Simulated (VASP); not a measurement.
Here is the system:

```
SrTe
1.0
    0.00000     3.44437     3.44437
    3.44437     0.00000     3.44437
    3.44437     3.44437     0.00000
Sr Te
1 1
Direct
  0.00000   0.00000   0.00000
  0.50000   0.50000   0.50000
```

Method: RPBE GGA, VASP's PBE PAW potentials (set 64) (plane waves; VASP). Settings: 520 eV cut-off, 7×7×7 Γ-centred mesh, Gaussian smearing of 0.050 eV, potentials Sr_sv Te.

### Question
The job: SrTe (rock salt), 2 atoms, RPBE, static run, 520 eV, 7×7×7 Γ-centred mesh. Roughly how much core time does it take on a busy server core?

### Answer
About 10 core-seconds (one run on a shared machine, a rough figure). It had 20 irreducible k-points, 12 bands, up to 2229 plane waves and 15 electronic steps.

The compound is SrTe in the rock salt structure. This cell is one point of a volume scan, at 1.03 of the reference volume.
